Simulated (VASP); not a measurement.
Data:

```
KBr
1.0
    0.00000     3.34748     3.34748
    3.34748     0.00000     3.34748
    3.34748     3.34748     0.00000
K Br
1 1
Direct
  0.00000   0.00000   0.00000
  0.50000   0.50000   0.50000
```

Level of theory: PBE GGA with D3 dispersion (zero damping), VASP's PBE PAW potentials (set 64) (plane waves; VASP). Settings: 520 eV cut-off, Gaussian smearing of 0.050 eV, potentials K_sv Br.

Question: Give the energies of bands 6 to 11 at the high-symmetry points, in eV from the valence-band maximum.

Answer: 
```csv
band,Γ,X,U,L,W
6,0.00,-0.77,-0.66,-1.10,-0.55
7,0.00,-0.27,-0.60,-0.30,-0.55
8,0.00,-0.27,-0.31,-0.30,-0.49
9,4.32,5.91,6.58,6.50,7.34
10,7.59,7.04,7.96,8.07,7.34
11,7.59,9.28,8.33,9.65,8.09
```

The gap is direct, 4.32 eV, from the valence maximum at Γ to the conduction minimum at Γ.

Measured: gap 7.40 eV (computed value off by -3.08 eV), as given by Aguado et al., (1998), arXiv:cond-mat/9809176.

The compound is KBr in the rock salt structure. It was relaxed first.
